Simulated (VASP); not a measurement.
VASP ran on this input.

POSCAR:
```
LaS
1
    0.0000000000     3.2545170655     3.2545170655
    3.2545170655     0.0000000000     3.2545170655
    3.2545170655     3.2545170655     0.0000000000
La S
1 1
Direct
  0.0000000000   0.0000000000   0.0000000000
  0.2500000000   0.2500000000   0.2500000000
```

**KPOINTS**
```
Automatic mesh
0
gamma
11 11 11
```

INCAR:
```
SYSTEM=LaS
PREC=Accurate; ENCUT=400; LREAL=F
LASPH=T
EDIFF=1E-7; NELM=100; ALGO=Normal
LMAXMIX=6
ISMEAR=-5
GGA=PE
ISIF=2
LWAVE=F; LCHARG=T; LORBIT=11
NEDOS=601
```

POTCAR, in this order: La S (PBE.64 set). Program: vasp_std.

Task: Translate this PBE calculation to Ansatz.

Result: One equivalent input (not run):
Ansatz 0.2 input:
```yaml
crystal:
  lattice:
    - [0.0000000, 3.2545171, 3.2545171]
    - [3.2545171, 0.0000000, 3.2545171]
    - [3.2545171, 3.2545171, 0.0000000]
  atoms:
    - { symbol: La, position: [0.0000000, 0.0000000, 0.0000000] }
    - { symbol: S, position: [0.2500000, 0.2500000, 0.2500000] }
kpoints:
  mp_grid: { grid: [11, 11, 11] }
hamiltonian:
  xc: pbe
  pseudopotentials: { kind: paw }
scf:
  occupations: { method: tetrahedron }
  max_iter: 100
output: { forces: true, stress: true, eigenvalues: true }
```
Limits of the translation: each code has its own PAW files, so the cut-off isn't converted (ENCUT is set for VASP's; basis.ecutwfc is left out, and Ansatz then takes the one that its files recommend); Ansatz stops its SCF on the density residual and VASP on the energy change (EDIFF).

The structure was generated: LaS was put into the zinc blende type (F-43m), which need not be its known phase. It was relaxed first, which changed the volume by -26 %.
